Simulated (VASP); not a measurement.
A cell of Lu (hcp) near equilibrium:

```
CELL_PARAMETERS angstrom
      1.72826    -2.99344     0.00000
      1.72826     2.99344     0.00000
      0.00000     0.00000     5.37370
ATOMIC_POSITIONS crystal
  Lu 0.33333 0.66667 0.25000
  Lu 0.66667 0.33333 0.75000
```

Level of theory: PBEsol GGA, VASP's PBE PAW potentials (set 64) (plane waves; VASP).

| run | ΔE (meV/atom) | σxx | σyy | σzz | largest shear component, with its sign (GPa) | largest force (eV/Å) |
|---|---|---|---|---|---|---|
| as it is | 0.0 | 0.14 | 0.14 | -0.12 | 0.00 | 0.000 |
| after one change | 0.8 | 0.38 | 0.38 | 0.97 | 0.00 | 0.000 |
Stress is in GPa, positive when the cell is compressed.

**Question.** What was changed between the two runs?
A. atom 2 (Lu) moved by -0.100 Å along z
B. atom 2 (Lu) moved by -0.075 Å along x
C. uniaxial strain of -1.0 % along z
D. atom 1 (Lu) moved by 0.050 Å along y

**Answer.** C, uniaxial strain of -1.0 % along z

The compound is Lu in the hcp structure.
